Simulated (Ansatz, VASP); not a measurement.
One calculation of Ca3MgP2, two programs

```
Ca Mg P
1.0
     3.23667    1.86869    3.88928
    -3.23667    1.86869    3.88928
     0.00000   -3.73738    3.88928
Ca Mg P
3 1 2
Direct
  0.16127 0.83873 0.50000
  0.50000 0.16127 0.83873
  0.83873 0.50000 0.16127
  0.00000 0.00000 0.00000
  0.33498 0.33498 0.33498
  0.66502 0.66502 0.66502
```

Alike in both runs: task single point; functional PBE; k mesh 3 × 3 × 3; occupations gaussian, width 0.1 eV; no spin polarisation.

|  | VASP | Ansatz |
| --- | --- | --- |
| version | VASP 6.6.1 | Ansatz 0.2.0 |
| potentials or method | VASP PAW PBE potentials, release 64 (Ca_sv, Mg, P) | scalar-relativistic, plane waves, PAW |
| plane-wave cutoff (eV) | 520 | 420 |
| valence electrons in the cell | 42 | 50 |

VASP gave:

- gap on the k mesh at the Fermi level (eV): 0.45
- least direct gap on the mesh (eV): 0.75
- pressure (GPa): 6.3
- largest component of the traceless stress (GPa): 3.19
- rms of the force components (eV/Å): 0.472

Task: Estimate Ansatz's values.

Result: gap on the k mesh at the Fermi level (eV): 0.45; least direct gap on the mesh (eV): 0.75; pressure (GPa): 6.2; largest component of the traceless stress (GPa): 3.23; rms of the force components (eV/Å): 0.473.

Atom by atom the forces differ by 0.001 eV/Å (rms over components). The two sets of potentials don't hold the same shells in valence.

Caveats: an odd mesh through Γ misses points on the zone boundary, where band edges often lie; forces of over 1 eV/Å show positions far from the minimum, so gaps and moduli don't describe the material at rest.
